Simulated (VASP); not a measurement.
All values below come from PBE GGA with D3 dispersion (Becke-Johnson damping), VASP's PBE PAW potentials (set 64) (plane waves; VASP).

Input for VASP

INCAR:
```
SYSTEM = GaAs
PREC = Accurate
ENCUT = 520
EDIFF = 1E-7
NELM = 100
ALGO = Normal
LREAL = .FALSE.
LASPH = .TRUE.
ISMEAR = -5
GGA = PE
IVDW = 12
LMAXMIX = 4
LWAVE = .FALSE.
LCHARG = .TRUE.
LORBIT = 11
NEDOS = 601
ISIF = 2
```

File POSCAR:
```
GaAs
1
    0.0000000000     2.8401433987     2.8401433987
    2.8401433987     0.0000000000     2.8401433987
    2.8401433987     2.8401433987    -0.0000000000
Ga As
1 1
Direct
  0.0000000000   0.0000000000   0.0000000000
  0.2500000000   0.2500000000   0.2500000000
```

**KPOINTS**
```
Automatic mesh
0
Gamma
9 9 9
0 0 0
```

POTCAR, in this order: Ga_d As (PBE.64 set). Program: vasp_std.

Output

### OSZICAR
```
       N       E                     dE             d eps       ncg     rms          rms(c)
DAV:   1     0.811230775687E+02    0.81123E+02   -0.92513E+03   923   0.190E+03
DAV:   2    -0.203805455875E+01   -0.83161E+02   -0.80539E+02   970   0.334E+02
DAV:   3    -0.830514358161E+01   -0.62671E+01   -0.62327E+01  1155   0.761E+01
DAV:   4    -0.841634755892E+01   -0.11120E+00   -0.11114E+00  1009   0.111E+01
DAV:   5    -0.841836736540E+01   -0.20198E-02   -0.20197E-02  1121   0.130E+00    0.287E+00
DAV:   6    -0.827869308507E+01    0.13967E+00   -0.25660E-01  1393   0.957E+00    0.173E+00
DAV:   7    -0.826019941680E+01    0.18494E-01   -0.71714E-02  1209   0.216E+00    0.561E-01
DAV:   8    -0.826093008655E+01   -0.73067E-03   -0.10353E-02  1060   0.143E+00    0.994E-02
DAV:   9    -0.826132080869E+01   -0.39072E-03   -0.10774E-03  1099   0.464E-01    0.537E-02
DAV:  10    -0.826138518313E+01   -0.64374E-04   -0.81292E-05  1201   0.103E-01    0.293E-02
DAV:  11    -0.826143717268E+01   -0.51990E-04   -0.81620E-05   975   0.777E-02    0.366E-03
DAV:  12    -0.826143752854E+01   -0.35586E-06   -0.14069E-06  1103   0.191E-02    0.148E-03
DAV:  13    -0.826143795074E+01   -0.42220E-06   -0.57930E-07  1035   0.663E-03    0.617E-04
DAV:  14    -0.826143792919E+01    0.21555E-07   -0.16365E-08   625   0.178E-03
   1 F= -.89013534E+01 E0= -.89013534E+01  d E =0.000000E+00
```

**OUTCAR**
```
------------------------ aborting loop because EDIFF is reached ----------------------------------------
 Edisp (eV)   -0.63992
  FORCE on cell =-STRESS in cart. coord.  units (eV):
  Direction    XX          YY          ZZ          XY          YZ          ZX
  --------------------------------------------------------------------------------------
  Total       0.00402     0.00402     0.00402     0.00000     0.00000    -0.00000
  in kB       0.14065     0.14065     0.14065     0.00000     0.00000    -0.00000
  external pressure =        0.14 kB  Pullay stress =        0.00 kB
  volume of cell :       45.82
      direct lattice vectors                 reciprocal lattice vectors
     0.000000000  2.840143399  2.840143399    -0.176047449  0.176047449  0.176047449
     2.840143399  0.000000000  2.840143399     0.176047449 -0.176047449  0.176047449
     2.840143399  2.840143399  0.000000000     0.176047449  0.176047449 -0.176047449
  FREE ENERGIE OF THE ION-ELECTRON SYSTEM (eV)
  ---------------------------------------------------
  free  energy   TOTEN  =        -8.9013533569 eV

  energy  without entropy=       -8.9013533569  energy(sigma->0) =       -8.90135336

 total charge

# of ion       s       p       d       tot
------------------------------------------
    1        0.882   0.788   9.992  11.662
    2        1.210   1.589   0.030   2.829
--------------------------------------------------
tot          2.092   2.377  10.022  14.491
```
(Selected blocks of OUTCAR.)

File OUTCAR:
```
 val. band max:        3.8005741991   @ k =   0.0000   0.0000   0.0000

 cond. band min:       4.2153679135   @ k =   0.0000   0.0000   0.0000


 Fermi energy:         3.8171336622

 k-point     1 :       0.0000    0.0000    0.0000
  band No.  band energies     occupation
      1     -10.9820      2.00000
      2     -10.9820      2.00000
      3     -10.9820      2.00000
      4     -10.9063      2.00000
      5     -10.9063      2.00000
      6      -8.8247      2.00000
      7       3.8006      2.00000
      8       3.8006      2.00000
      9       3.8006      2.00000
     10       4.2154      0.00000
     11       7.5261      0.00000
     12       7.5261      0.00000
     13       7.5261      0.00000

 k-point     2 :       0.1111    0.0000    0.0000
  band No.  band energies     occupation
      1     -10.9921      2.00000
      2     -10.9793      2.00000
      3     -10.9793      2.00000
      4     -10.9064      2.00000
      5     -10.9064      2.00000
      6      -8.6830      2.00000
      7       2.0781      2.00000
      8       3.6128      2.00000
      9       3.6128      2.00000
     10       5.2691      0.00000
     11       7.8049      0.00000
     12       7.8049      0.00000
     13       7.8472      0.00000

 k-point     3 :       0.2222    0.0000    0.0000
  band No.  band energies     occupation
      1     -11.0158      2.00000
      2     -10.9730      2.00000
      3     -10.9730      2.00000
      4     -10.9062      2.00000
      5     -10.9062      2.00000
      6      -8.2805      2.00000
      7       0.1429      2.00000
      8       3.2308      2.00000
      9       3.2308      2.00000
     10       5.2810      0.00000
     11       8.2961      0.00000
     12       8.2961      0.00000
     13       9.2458      0.00000

 k-point     4 :       0.3333    0.0000    0.0000
  band No.  band energies     occupation
      1     -11.0402      2.00000
      2     -10.9670      2.00000
      3     -10.9670      2.00000
...
```

The compound is GaAs in the zinc blende structure. It was relaxed first.
